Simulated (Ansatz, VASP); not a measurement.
# Cross-check of Zn34Te25S9 between VASP and Ansatz, part 2 of 2

Aim: how closely do two programs agree when they are given the same cell, functional and k mesh? The cell is taken from a series of runs on this material, whose earlier steps may have relaxed, scaled, displaced or heated it; both programs get it as it stands.

VASP 6.6.1 and Ansatz 0.2.0.

So far: The structure; VASP: single point, RPBE.

### Step 3. Ansatz: single point, RPBE

Level of this step: Ansatz beside VASP: Kohn-Sham DFT, plane waves, RPBE (Ansatz).

Ansatz runs on its default PAW (the set named soft_2) files.

The same cell, functional, mesh and smearing now go to Ansatz, which takes its cutoff from its data sets.

input.yaml

```yaml
crystal:
  lattice:
    - [12.398, 0.0, 0.0]
    - [0.0, 12.398, 0.0]
    - [0.0, 0.0, 12.398]
  atoms:
    - { symbol: Zn, position: [0.65302, 0.33631, 0.20827] }
    - { symbol: Zn, position: [0.49225, 0.56044, 0.9852] }
    - { symbol: Zn, position: [0.01594, 0.3827, 0.74668] }
    - { symbol: Zn, position: [0.11564, 0.51647, 0.45806] }
    - { symbol: Zn, position: [0.64921, 0.9854, 0.73083] }
    - { symbol: Zn, position: [0.13484, 0.85258, 0.52663] }
    - { symbol: Zn, position: [0.94495, 0.06058, 0.65554] }
    - { symbol: Zn, position: [0.24442, 0.17467, 0.49495] }
    - { symbol: Zn, position: [0.35123, 0.85981, 0.97284] }
    - { symbol: Zn, position: [0.98472, 0.31931, 0.20371] }
    - { symbol: Zn, position: [0.78042, 0.53413, 0.45167] }
    - { symbol: Zn, position: [0.31273, 0.3312, 0.20012] }
    - { symbol: Zn, position: [0.43832, 0.89576, 0.48296] }
    - { symbol: Zn, position: [0.01449, 0.87011, 0.95856] }
    - { symbol: Zn, position: [0.96576, 0.69622, 0.2461] }
    - { symbol: Zn, position: [0.80754, 0.99371, 0.22435] }
    - { symbol: Zn, position: [0.81568, 0.88637, 0.41958] }
    - { symbol: Zn, position: [0.50376, 0.1549, 0.94415] }
    - { symbol: Zn, position: [0.19448, 0.9906, 0.24128] }
    - { symbol: Zn, position: [0.65992, 0.85151, 0.9673] }
    - { symbol: Zn, position: [0.16165, 0.55055, 0.99047] }
    - { symbol: Zn, position: [0.36464, 0.37913, 0.74836] }
    - { symbol: Zn, position: [0.88571, 0.73481, 0.68129] }
    - { symbol: Zn, position: [0.20152, 0.71211, 0.68404] }
    - { symbol: Zn, position: [0.65856, 0.70875, 0.2405] }
    - { symbol: Zn, position: [0.31535, 0.72355, 0.23565] }
    - { symbol: Zn, position: [0.82307, 0.54674, 0.97553] }
    - { symbol: Zn, position: [0.1796, 0.159, 0.93707] }
    - { symbol: Zn, position: [0.53086, 0.70372, 0.72654] }
    - { symbol: Zn, position: [0.34773, 0.00985, 0.72758] }
    - { symbol: Zn, position: [0.8077, 0.17258, 0.93388] }
    - { symbol: Zn, position: [0.44201, 0.51215, 0.45468] }
    - { symbol: Zn, position: [0.59391, 0.19556, 0.51294] }
    - { symbol: Zn, position: [0.50855, 0.99715, 0.21311] }
    - { symbol: Te, position: [0.80641, 0.37809, 0.82526] }
    - { symbol: Te, position: [0.0003, 0.90128, 0.16778] }
    - { symbol: Te, position: [0.84223, 0.75209, 0.89604] }
    - { symbol: Te, position: [0.47719, 0.70775, 0.36909] }
    - { symbol: Te, position: [0.28103, 0.37738, 0.40515] }
    - { symbol: Te, position: [0.66094, 0.53385, 0.11456] }
    - { symbol: Te, position: [0.6202, 0.39137, 0.4169] }
    - { symbol: Te, position: [0.14268, 0.70489, 0.36542] }
    - { symbol: Te, position: [0.98378, 0.52502, 0.11017] }
    - { symbol: Te, position: [0.53722, 0.36746, 0.87501] }
    - { symbol: Te, position: [0.15431, 0.19201, 0.1514] }
    - { symbol: Te, position: [0.37811, 0.5794, 0.6521] }
    - { symbol: Te, position: [0.32598, 0.53428, 0.11524] }
    - { symbol: Te, position: [0.05625, 0.23512, 0.5913] }
    - { symbol: Te, position: [0.60738, 0.00656, 0.40987] }
    - { symbol: Te, position: [0.81164, 0.19992, 0.14923] }
    - { symbol: Te, position: [0.99038, 0.06527, 0.87285] }
    - { symbol: Te, position: [0.48789, 0.20725, 0.15343] }
    - { symbol: Te, position: [0.74771, 0.16164, 0.65736] }
    - { symbol: Te, position: [0.18086, 0.74266, 0.89744] }
    - { symbol: Te, position: [0.18906, 0.36399, 0.87026] }
    - { symbol: Te, position: [0.94877, 0.39194, 0.40772] }
    - { symbol: Te, position: [0.03723, 0.58081, 0.65622] }
    - { symbol: Te, position: [0.71214, 0.58919, 0.66018] }
    - { symbol: Te, position: [0.40706, 0.19898, 0.62807] }
    - { symbol: S, position: [0.9448, 0.89008, 0.56739] }
    - { symbol: S, position: [0.50266, 0.7474, 0.91399] }
    - { symbol: S, position: [0.34474, 0.04721, 0.9148] }
    - { symbol: S, position: [0.80788, 0.70247, 0.35369] }
    - { symbol: S, position: [0.65703, 0.04154, 0.91197] }
    - { symbol: S, position: [0.66241, 0.88605, 0.15763] }
    - { symbol: S, position: [0.34371, 0.89631, 0.16403] }
    - { symbol: S, position: [0.48761, 0.88755, 0.6657] }
    - { symbol: S, position: [0.25556, 0.98254, 0.43501] }
kpoints:
  mp_grid: { grid: [1, 1, 1] }
hamiltonian:
  xc: rpbe
scf:
  occupations: { method: gaussian, width: 0.05 }
output:
  forces: true
  stress: true
  populations: true
  dos:
    method: { smearing: { sigma: 0.1 } }
    de: 0.1
    projected: { site_lists: { S: [S], Te: [Te], Zn: [Zn] } }
  eigenvalues: true
```

The run is started by

```
$ ansatz run input.yaml --threads 4 --pin off --max-ram 8192MiB --backend cpu --events-out ev --progress --plain --runs-dir out
```

Numbers of over 12 decimals in the logs are rounded to 6 here.

Output:

```text
Engine: ansatz 0.2.0, aarch64-unknown-linux-gnu
Pseudopotentials: kind: paw
Pseudopotential: Zn, paw, valence charge 12, recommended cutoff 420 eV (normal), Zn.paw.azcp
Pseudopotential: Te, paw, valence charge 16, recommended cutoff 420 eV (normal), Te.paw.azcp
Pseudopotential: S, paw, valence charge 6, recommended cutoff 420 eV (normal), S.paw.azcp
Functional definition: RPBE
  parameter kappa = 0.804
  parameter beta = 0.066725
  exchange = rpbe_x(kappa = kappa, mu = beta*pi^2/3)
  correlation = pbe_c(beta = beta)
Crystal: 68 atoms, lattice volume = 1905.702 Å³
Basis set: ecut = 420 eV, 37385 PW (Γ), exchange–correlation on 180×180×180 points (8 copies of the dense FFT grid, shifted against one another)
Bands: 518, of which v1, the nominal top of the filled ones, is band 431 counted from 1 (430 counted from 0)
Symmetry: 1 space group operations
Space group: P1 (ITA 1), of the structure as read, at distance tolerance 1.2e-4 Å
k-points: 1
Non-local potential: Zn, projectors of the file, l = 0: 2, l = 1: 2, l = 2: 3, l = 3: 1
Non-local potential: Te, projectors of the file, l = 0: 2, l = 1: 2, l = 2: 2, l = 3: 2
Non-local potential: S, projectors of the file, l = 0: 2, l = 1: 2, l = 2: 2
PAW form: soft (Blöchl's): semilocal exchange-correlation on the pseudo side does not see the compensation charge
PAW frozen core: Zn, regenerated for the run's functional, and the local potential with it (the file was generated under x = pbe(κ = 0.804, μ = 0.219515), c = pbe(β = 0.066725))
PAW frozen core: Te, regenerated for the run's functional, and the local potential with it (the file was generated under x = pbe(κ = 0.804, μ = 0.219515), c = pbe(β = 0.066725))
PAW frozen core: S, regenerated for the run's functional, and the local potential with it (the file was generated under x = pbe(κ = 0.804, μ = 0.219515), c = pbe(β = 0.066725))
PAW one-centre angular grid: Zn, 590 points (default); XC on 64 Gauss nodes
PAW one-centre angular grid: Te, 590 points (default); XC on 64 Gauss nodes
PAW one-centre angular grid: S, 110 points (default); XC on 64 Gauss nodes
Initial density: superposition of atomic densities (neutral atoms: chi_scale 0, normalization atom), corrected by the library's trained network
Initial wavefunctions: pseudopotential atomic-orbital guess
Functional: x = rpbe, c = pbe(β = 0.066725)
SCF iter   1: F=—  HF=-295926.089917 eV  |F-HF|=—  |Δ(HF+E_count)|=         —  Δρ=5.19e-3  dr2=2.17e0  ethr=1.77e-3  ⟨swp⟩=6.0  Hψ=2083  notcnv=0  defer=58
preconditioner: auto → Resta (q_TF=auto, 2.390 Å⁻¹)  ε∞=5.6  [insulator: Δε(μ)=0.200 eV  Ē_g=9.781 eV  σ=0.050 eV  W_gap=1.00  n_scr=460 (ndim 8)  ℏωp=21.0 eV  f_vac=0.094  D(μ)=0.83/eV (n_scr^D=0)  ε∞_Penn≈5.6]
SCF iter   2: F=—  HF=-295926.084670 eV  |F-HF|=—  |Δ(HF+E_count)|=   5.25e-3  Δρ=6.30e-3  dr2=4.77e0  ethr=2.52e-4  ⟨swp⟩=3.0  Hψ=604  notcnv=0  defer=81
preconditioner: auto → LDOS  [insulator: Δε(μ)=0.117 eV  Ē_g=9.737 eV  σ=0.050 eV  W_gap=0.90  n_scr=460 (ndim 8)  ℏωp=21.0 eV  f_vac=0.095  D(μ)=11.54/eV (n_scr^D=32)  ε∞_Penn≈5.7  β→1.0]
SCF iter   3: F=—  HF=-295925.860518 eV  |F-HF|=—  |Δ(HF+E_count)|=   2.24e-1  Δρ=1.32e-3  dr2=1.05e-1  ethr=2.52e-4  ⟨swp⟩=2.0  Hψ=456  notcnv=0  defer=81
SCF iter   4: F=—  HF=-295925.855512 eV  |F-HF|=—  |Δ(HF+E_count)|=   5.01e-3  Δρ=9.13e-4  dr2=2.01e-2  ethr=1.22e-5  ⟨swp⟩=2.0  Hψ=711  notcnv=0  defer=81
SCF iter   5: F=—  HF=-295925.855976 eV  |F-HF|=—  |Δ(HF+E_count)|=   4.64e-4  Δρ=5.29e-4  dr2=1.73e-2  ethr=2.34e-6  ⟨swp⟩=2.0  Hψ=714  notcnv=0  defer=81
SCF iter   6: F=—  HF=-295925.855401 eV  |F-HF|=—  |Δ(HF+E_count)|=   5.76e-4  Δρ=2.29e-4  dr2=4.30e-3  ethr=2.01e-6  ⟨swp⟩=2.0  Hψ=458  notcnv=0  defer=81
SCF iter   7: F=—  HF=-295925.855400 eV  |F-HF|=—  |Δ(HF+E_count)|=   1.19e-7  Δρ=1.44e-4  dr2=1.23e-3  ethr=4.99e-7  ⟨swp⟩=2.0  Hψ=602  notcnv=0  defer=81
SCF iter   8: F=—  HF=-295925.855363 eV  |F-HF|=—  |Δ(HF+E_count)|=   3.76e-5  Δρ=9.57e-5  dr2=5.75e-4  ethr=1.43e-7  ⟨swp⟩=2.0  Hψ=710  notcnv=0  defer=81
SCF iter   9: F=—  HF=-295925.855343 eV  |F-HF|=—  |Δ(HF+E_count)|=   1.97e-5  Δρ=6.92e-5  dr2=3.68e-4  ethr=6.68e-8  ⟨swp⟩=2.0  Hψ=710  notcnv=0  defer=81
SCF iter  10: F=—  HF=-295925.855301 eV  |F-HF|=—  |Δ(HF+E_count)|=   4.23e-5  Δρ=4.96e-5  dr2=1.70e-4  ethr=4.27e-8  ⟨swp⟩=2.0  Hψ=440  notcnv=0  defer=81
SCF iter  11: F=—  HF=-295925.855261 eV  |F-HF|=—  |Δ(HF+E_count)|=   3.94e-5  Δρ=3.64e-5  dr2=7.53e-5  ethr=1.97e-8  ⟨swp⟩=2.0  Hψ=498  notcnv=0  defer=81
SCF iter  12: F=—  HF=-295925.857404 eV  |F-HF|=—  |Δ(HF+E_count)|=   2.14e-3  Δρ=2.54e-5  dr2=3.53e-5  ethr=8.73e-9  ⟨swp⟩=2.0  Hψ=714  notcnv=0  defer=81
SCF iter  13: F=—  HF=-295925.857400 eV  |F-HF|=—  |Δ(HF+E_count)|=   3.31e-6  Δρ=1.54e-5  dr2=1.43e-5  ethr=4.10e-9  ⟨swp⟩=2.0  Hψ=714  notcnv=0  defer=81
[...]
atom  34  Zn     0.04463503    -0.06583176     0.13271517
  atom  35  Te     1.04239134    -0.03686540     0.65612968
  atom  36  Te     0.05037407    -0.12709380     0.62222208
  atom  37  Te    -0.08844691     0.27793282     0.06776632
  atom  38  Te     0.25818748    -0.08525377     0.19167054
  atom  39  Te    -0.12645041    -0.00471943     0.08526123
  atom  40  Te    -0.03631956     0.24792861     0.06907771
  atom  41  Te    -0.15394219    -0.22097556    -0.15880640
  atom  42  Te     0.03498941    -0.15593903    -0.01832739
  atom  43  Te     0.42029213    -0.15735049     0.07949525
  atom  44  Te    -0.52056008    -0.05396261    -0.15284004
  atom  45  Te     0.11637113    -0.05669146     0.22638171
  atom  46  Te    -0.44304858    -0.34801502     0.00209421
  atom  47  Te     0.22035323     0.20007054     0.20416756
  atom  48  Te     0.06586796    -0.23779051    -0.45324474
  atom  49  Te     0.38948073     0.24978401    -0.30848340
  atom  50  Te     0.09302201    -0.00325460     0.28739845
  atom  51  Te     0.30913559    -0.03089992    -0.33496998
  atom  52  Te    -0.22543455    -0.20594166     0.14435533
  atom  53  Te    -0.05661450    -0.86387597    -0.09881423
  atom  54  Te     0.09772372     0.72820636     0.21057562
  atom  55  Te    -0.14857188     0.01655427    -0.17270875
  atom  56  Te    -0.09654869    -0.25079823     0.07027151
  atom  57  Te     0.18882800    -0.36252825    -0.19014411
[...]
atom  61  S      0.25364477    -0.15727509     0.33797666
  atom  62  S     -0.56792277    -0.11436889    -0.65049711
  atom  63  S      0.33309837    -0.03119676     0.14447911
  atom  64  S     -0.15865235    -0.31189332    -0.00136237
  atom  65  S     -0.13460530    -0.35671220    -0.38217761
  atom  66  S      0.10865249     0.11395510    -0.31590834
  atom  67  S      0.16973118     0.15597507     0.41842652
  atom  68  S     -0.14269254     0.43059810    -0.05794873
  max |Σ_I F_I| component: 1.79e-5 eV/Å
--- Stress (GPa, compression-positive) ---
        1.934396       0.577473       0.885443
        0.577473      -1.479929      -0.553832
        0.885443      -0.553832       2.016706
  P = ⅓ Tr σ = 0.8237 GPa (8.237 kbar)
--- Band table (eV) ---
  k-point 0: bands = [... 427 lower, 6.1458, 6.2793, 6.3609, 6.5996, 6.6512, 6.6841, 7.3302, 7.6013, ... 83 higher]
--- Löwdin populations: 68 sites ---
  site symbol       q [e]
     0     Zn     10.8696
     1     Zn     10.8406
     2     Zn     10.8916
     3     Zn     10.8726
     4     Zn     10.8916
     5     Zn     11.0441
     6     Zn     10.8456
     7     Zn     10.8354
     8     Zn     10.7799
     9     Zn     10.8872
    10     Zn     10.8660
    11     Zn     10.8662
    12     Zn     10.8290
    13     Zn     10.8657
    14     Zn     10.8336
    15     Zn     10.9608
    16     Zn     10.9968
    17     Zn     10.8126
    18     Zn     10.8378
    19     Zn     10.7840
    20     Zn     10.8567
    21     Zn     10.8762
    22     Zn     10.8643
    23     Zn     11.0979
[...]
60      S      7.0714
    61      S      7.0555
    62      S      7.0645
    63      S      7.0895
    64      S      7.0870
    65      S      7.0682
    66      S      7.0515
    67      S      7.0489
  spilling = 0.008611 (of n_electrons = 862.000000)
```

### Step 4. Comparison

Known differences besides the potentials themselves: the data sets hold 862 valence electrons in Ansatz (on its default PAW (the set named soft_2) files) and 612 in VASP; the cutoff is 420 eV in Ansatz and 500 eV in VASP (PREC = Accurate, projectors in real space); Ansatz makes its cores anew for this functional, VASP keeps those of its PBE data sets. Total energies have different zeros and are not compared.

The two programs side by side:

```
      quantity  Ansatz  VASP  difference
pressure (GPa)    0.82  0.88       -0.06
```

Forces on 10 of the 68 atoms, those with the largest forces and the largest differences (eV/Å; atoms numbered as in POSCAR):

| atom | Ansatz x, y, z | VASP x, y, z |
| --- | --- | --- |
| Zn5 | -0.420, 0.710, -0.359 | -0.422, 0.705, -0.366 |
| Zn30 | 0.809, 0.229, 0.178 | 0.799, 0.228, 0.171 |
| Te35 | 1.042, -0.037, 0.656 | 1.035, -0.036, 0.648 |
| Te46 | -0.443, -0.348, 0.002 | -0.449, -0.352, 0.019 |
| Te48 | 0.066, -0.238, -0.453 | 0.058, -0.240, -0.471 |
| Te53 | -0.057, -0.864, -0.099 | -0.053, -0.853, -0.094 |
| Te54 | 0.098, 0.728, 0.211 | 0.098, 0.727, 0.214 |
| Te56 | -0.097, -0.251, 0.070 | -0.100, -0.266, 0.082 |
| Te58 | 0.206, 0.874, -0.325 | 0.206, 0.867, -0.323 |
| S62 | -0.568, -0.114, -0.650 | -0.572, -0.110, -0.645 |

The forces differ by 5.4 meV/Å r.m.s., which is 2.0 % of the r.m.s. force of 0.270 eV/Å (both taken over all components).

### Step 5. What came out

```
r.m.s. force difference (single point, RPBE) : 2.0 % of the r.m.s. force
```

In words: The r.m.s. force difference is 2.0 % of the r.m.s. force (single point, RPBE), within the 3 % picked in this series as the mark of a large difference. The data sets hold unlike numbers of valence electrons (862 in Ansatz and 612 in VASP), so part of the differences comes from the potentials. How closely two codes agree says nothing of how well the functional describes the real material.

[Lines on the potential files, build, host, timing and source positions are cut from VASP's logs without a mark.]

[Logs are printed without paths, hosts, clocks, repeated set-up lines and the standing remarks that a program may print on its own settings, such as how far it seeks lower states.]

[Hosts, paths, dates, database ids (printed as entryN), source tags and the programs' standing remarks are cut or masked in the printed files.]
